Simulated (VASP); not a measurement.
**AlFe3B under changes of volume**

One of the cells (11.392 Å³/atom); the others are scaled copies at fixed shape and fractional positions:

```
Fe Al B
1.0
     3.84764    0.00000    0.00000
     0.00000    3.84764    0.00000
     0.00000    0.00000    3.84764
Fe Al B
3 1 1
Cartesian
  0.0000 0.0000 1.9238
  0.0000 1.9238 0.0000
  1.9238 0.0000 0.0000
  1.9238 1.9238 1.9238
  0.0000 0.0000 0.0000
```

The cell comes from a database or a generator and needn't be the stable form of this composition.

| Item | Value |
| --- | --- |
| Program | VASP 6.6.1 |
| Functional | PBEsol |
| Potentials or basis | VASP PAW PBE potentials, release 64 (Fe, Al, B) |
| Cutoff | 520 eV |
| k mesh | 7 × 7 × 7 |
| Occupations | fermi-dirac, width 0.05 eV |
| Spin | collinear spin, ferromagnetic start |
| Starting moments | [3.0, 3.0, 3.0, 0.0, 0.0] μB |

```csv
volume (Å³/atom),energy over the lowest point (meV/atom),pressure (GPa),moment (μB per cell)
10.499,?,?,?
10.722,0.00,1.0,4.06
10.946,1.54,-3.3,4.09
11.392,21.19,-10.5,4.13
11.616,38.12,-13.5,4.17
11.839,58.99,-16.0,4.24
```

Task: What does the run at 10.499 Å³/atom give?

Result: Energy over the lowest point 4.76 meV/atom; pressure 5.6 GPa; moment 4.01 μB per cell.

Worked out: A Birch-Murnaghan fit of order 3 (a polynomial in V^(-2/3)) to the other rows has its minimum at 10.78 Å³/atom with B0 = V·E''(V) = 218 GPa and B' = 4.8. It gives 4.94 meV/atom at 10.499 Å³/atom, against the run's 4.76, and -dE/dV = 6.1 GPa, against 5.6. A parabola through the other rows of the moment, of slope -0.0302 μB per Å³/atom there, extrapolates to 4.07 μB, against the run's 4.01.

Energies are extrapolated to zero smearing.

Caveats: the PAW data sets were made with another functional, which shifts forces and pressure a little.
